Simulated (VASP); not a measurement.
These are PBE GGA with D3 dispersion (Becke-Johnson damping), VASP's PBE PAW potentials (set 64) (plane waves; VASP) values and carry that method's errors.

The input files of a VASP run:

File KPOINTS:
```
Automatic mesh
0
Gamma
11 11 6
0 0 0
```

**POSCAR**
```
Tl
1
    1.7452920909    -3.0229346811     0.0000000000
    1.7452920909     3.0229346811     0.0000000000
    0.0000000000     0.0000000000     5.5920783115
Tl
2
Direct
  0.3333330000   0.6666670000   0.2500000000
  0.6666670000   0.3333330000   0.7500000000
```

INCAR:
```
SYSTEM = Tl
PREC = Accurate; ENCUT = 520; LREAL = F
LASPH = T
EDIFF = 1E-6; NELM = 100; ALGO = Normal
LMAXMIX = 4
ISMEAR = 1; SIGMA = 0.1
GGA = PE; IVDW = 12
IBRION = 2; NSW = 60; ISIF = 3
EDIFFG = -0.01
LWAVE = F; LCHARG = F
```

POTCAR, in this order: Tl_d (PBE.64 set). Program: vasp_std.

Unless said otherwise, spin-orbit coupling is left out, though it shifts the bands of the heavy elements here.

Q: Estimate the energy per atom (σ→0), dispersion energy, band gap (on the k-mesh).

A: 
| Item | Value |
|---|---|
| energy per atom (σ→0) | -2.549 eV/atom |
| dispersion energy | -15.30 kcal/mol |
| band gap (on the k-mesh) | none (metal, semimetal or under 0.01 eV) |

File OSZICAR:
```
...
DAV:   5    -0.448484121159E+01   -0.17035E-03   -0.17035E-03  2543   0.303E-01    0.282E+00
DAV:   6    -0.444298515261E+01    0.41856E-01   -0.82051E-02  2276   0.242E+00    0.199E+00
DAV:   7    -0.443585520033E+01    0.71300E-02   -0.36472E-02  2289   0.161E+00    0.686E-01
DAV:   8    -0.443531994605E+01    0.53525E-03   -0.28066E-03  2278   0.437E-01    0.362E-02
DAV:   9    -0.443532586138E+01   -0.59153E-05   -0.16661E-05  2552   0.386E-02    0.117E-02
DAV:  10    -0.443533181484E+01   -0.59535E-05   -0.60423E-06  2019   0.226E-02    0.170E-03
DAV:  11    -0.443533204068E+01   -0.22583E-06   -0.40935E-07  1226   0.568E-03
   1 F= -.50989284E+01 E0= -.50985864E+01  d E =-.509893E+01
```

The compound is Tl in the hcp structure. It was relaxed first. The start is the result of an earlier pass.
